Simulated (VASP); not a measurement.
Output of a VASP run:

File OUTCAR:
```
 ion  position               nearest neighbor table
   1  0.333  0.667  0.250-   2 4.31   2 4.31   2 4.31   2 4.31   2 4.31   2 4.31
   2  0.667  0.333  0.750-   1 4.31   1 4.31   1 4.31   1 4.31   1 4.31   1 4.31
  LATTYP: Found a hexagonal cell.
 ALAT       =     4.3100000000
 C/A-ratio  =     1.6357308585
 Subroutine PRICEL returns:
 Original cell was already a primitive cell.
 Subroutine GETGRP returns: Found 24 space group operations
The static configuration has the point symmetry D_3d.
 The point group associated with its full space group is D_6h.
The dynamic configuration has the point symmetry D_3d.
 Subroutine INISYM returns: Found 24 space group operations
 Subroutine IBZKPT returns following result:
 Found     14 irreducible k-points:

 Following reciprocal coordinates:
            Coordinates               Weight
  0.000000  0.000000  0.000000      1.000000
  0.166667  0.000000  0.000000      6.000000
  0.333333  0.000000  0.000000      6.000000
  0.500000 -0.000000  0.000000      3.000000
  0.166667  0.166667  0.000000      6.000000
  0.333333  0.166667  0.000000     12.000000
  0.333333  0.333333  0.000000      2.000000
  0.000000  0.000000  0.333333      2.000000
  0.166667  0.000000  0.333333     12.000000
  0.333333  0.000000  0.333333     12.000000
  0.500000 -0.000000  0.333333      6.000000
  0.166667  0.166667  0.333333     12.000000
  0.333333  0.166667  0.333333     24.000000
  0.333333  0.333333  0.333333      4.000000
   k-points           NKPTS =     14   k-points in BZ     NKDIM =     14   number of bands    NBANDS=     14
   number of dos      NEDOS =    301   number of ions     NIONS =      2
   total plane-waves  NPLWV =  23040
   dimension x,y,z NGX =    24 NGY =   24 NGZ =   40
   dimension x,y,z NGXF=    48 NGYF=   48 NGZF=   80
   ions per type =               2
   PREC   = accura    normal or accurate (medium, high low for compatibility)
   ISTART =      0    job   : 0-new  1-cont  2-samecut
   ICHARG =      2    charge: 1-file 2-atom 10-const
   ISPIN  =      1    spin polarized calculation?
   LNONCOLLINEAR =      F non collinear calculations
   LSORBIT =      F    spin-orbit coupling
   INIWAV =      1    electr: 0-lowe 1-rand  2-diag
   ENCUT  =  300.0 eV  22.05 Ry    4.70 a.u.   6.09  6.09  9.96*2*pi/ulx,y,z
   NELM   =    100;   NELMIN=  2; NELMDL= -5     # of ELM steps
   EDIFF  = 0.1E-05   stopping-criterion for ELM
   LREAL  =      F    real-space projection
   NLSPLINE    = F    spline interpolate recip. space projectors
   LMAXMIX     =    4 max onsite mixed and CHGCAR
   VOSKOWN=      0    Vosko Wilk Nusair interpolation
   EDIFFG = 0.1E-04   stopping-criterion for IOM
   NSW    =      0    number of steps for IOM
   NBLOCK =      1;   KBLOCK =      1    inner block; outer block
   IBRION =     -1    ionic relax: 0-MD 1-quasi-New 2-CG
   NFREE  =      0    steps in history (QN), initial steepest desc. (CG)
   ISIF   =      2    stress and relaxation
   ISYM   =      2    0-nonsym 1-usesym 2-fastsym
   TEIN   =    0.0    initial temperature
   TEBEG  =    0.0;   TEEND  =   0.0 temperature during run
   SMASS  =  -3.00    Nose mass-parameter (am)
   PSTRESS=    0.0 pullay stress
   NELECT =      20.0000    total number of electrons
   EFERMI =   0.00;   METHOD = LEGACY
   ISMEAR =    -1;   SIGMA  =   0.10  broadening in eV -4-tet -1-fermi 0-gaus
   IALGO  =     38    algorithm
   LDIAG  =      T    sub-space diagonalisation (order eigenvalues)
   IMIX   =      4    mixing-type and parameters
     AMIX     =   0.40;   BMIX     =  1.00
     AMIX_MAG =   1.60;   BMIX_MAG =  1.00
     AMIN     =   0.10
   GGA     = PS    functional components
   VOSKOWN =     0    Vosko Wilk Nusair interpolation
   LHFCALC =     F    Hartree Fock is set to
   LHFONE  =     F    Hartree Fock one center treatment
   AEXX    =    0.0000 exact exchange contribution
   IVDW    =     0    specifies the selected vdW correction
   LEPSILON=     F    determine dielectric tensor
   LRPA    =     F    only Hartree local field effects (RPA)
...
```

OSZICAR:
```
       N       E                     dE             d eps       ncg     rms          rms(c)
DAV:   1     0.753785986888E+02    0.75379E+02   -0.76545E+03   430   0.792E+02
DAV:   2     0.355756244123E+01   -0.71821E+02   -0.71065E+02   508   0.198E+02
DAV:   3    -0.352958786626E+01   -0.70872E+01   -0.70558E+01   732   0.411E+01
DAV:   4    -0.367615356872E+01   -0.14657E+00   -0.14646E+00   526   0.559E+00
DAV:   5    -0.367873001022E+01   -0.25764E-02   -0.25762E-02   620   0.611E-01    0.167E+01
DAV:   6    -0.367689754120E+01    0.18325E-02   -0.12910E-02   530   0.132E+00    0.939E+00
DAV:   7    -0.367602086896E+01    0.87667E-03   -0.21162E-02   464   0.163E+00    0.387E-01
DAV:   8    -0.367607358919E+01   -0.52720E-04   -0.33631E-03   692   0.306E-01    0.104E-01
DAV:   9    -0.367611879660E+01   -0.45207E-04   -0.14103E-04   512   0.526E-02    0.505E-02
DAV:  10    -0.367615275484E+01   -0.33958E-04   -0.15265E-05   500   0.372E-02    0.185E-02
DAV:  11    -0.367615211022E+01    0.64462E-06   -0.84541E-07   370   0.795E-03
   1 F= -.36761521E+01 E0= -.36182820E+01  d E =-.115740E+00
```

OUTCAR:
```
------------------------ aborting loop because EDIFF is reached ----------------------------------------
  FORCE on cell =-STRESS in cart. coord.  units (eV):
  Direction    XX          YY          ZZ          XY          YZ          ZX
  --------------------------------------------------------------------------------------
  Total       -0.6450756     -0.6450754     -0.6119586      0.0000000      0.0000000      0.0000000
  in kB       -9.1126973     -9.1126949     -8.6448686      0.0000000      0.0000000      0.0000000
  external PRESSURE =      -8.9567536 kB  Pullay stress =       0.0000000 kB
  volume of cell :      113.42
      direct lattice vectors                 reciprocal lattice vectors
     4.310000000  0.000000000  0.000000000     0.232018561  0.133955997  0.000000000
    -2.155000000  3.732569000  0.000000000     0.000000000  0.267911993  0.000000000
     0.000000000  0.000000000  7.050000000     0.000000000  0.000000000  0.141843972
 POSITION                                       TOTAL-FORCE (eV/Angst)
 -----------------------------------------------------------------------------------
     -0.00000      2.48838      1.76250         0.000000     -0.000000      0.000000
      2.15500      1.24419      5.28750        -0.000000      0.000000      0.000000
 -----------------------------------------------------------------------------------
    total drift:                                0.000304     -0.000175      0.000389
  FREE ENERGIE OF THE ION-ELECTRON SYSTEM (eV)
  ---------------------------------------------------
  free  energy   TOTEN  =        -3.6761521102 eV

  energy  without entropy=       -3.5604119842  energy(sigma->0) =       -3.61828205
```
(Selected blocks of OUTCAR.)

File POSCAR:
```
Sr
1
    4.3100000000     0.0000000000     0.0000000000
   -2.1550000000     3.7325690000     0.0000000000
    0.0000000000     0.0000000000     7.0500000000
Sr
2
Direct
  0.3333330000   0.6666670000   0.2500000000
  0.6666670000   0.3333330000   0.7500000000
```

### Question
Reconstruct the remaining input files.

### Answer
Several could match; the one computed here: the input of the run itself, PBEsol GGA, plane waves, VASP's PBE PAW potentials (set 64).

File KPOINTS:
```
Automatic mesh
0
Gamma
6 6 3
0 0 0
```

### INCAR
```
! general
SYSTEM  = Sr
PREC    = Accurate
ENCUT   = 300
LREAL   = .FALSE.
LASPH   = .TRUE.

! electronic loop
EDIFF   = 1E-6
NELM    = 100
ALGO    = Normal
LMAXMIX = 4

! smearing
ISMEAR  = -1
SIGMA   = 0.1

! functional
GGA     = PS

! ions
ISIF    = 2

! output
LWAVE   = .FALSE.
LCHARG  = .FALSE.
```

POTCAR, in this order: Sr_sv (PBE.64 set). Program: vasp_std.

At this cut-off the stress carries a Pulay error, which pulls relaxed volumes low.

The structure comes from a measured Sr entry (P6_3/mmc) of the Crystallography Open Database, whose conditions weren't checked. The cell was not relaxed at this level. The run is one of a series of settings (KPOINTS 6×6×3 Γ-centred mesh against the base run), some of them coarse on purpose.
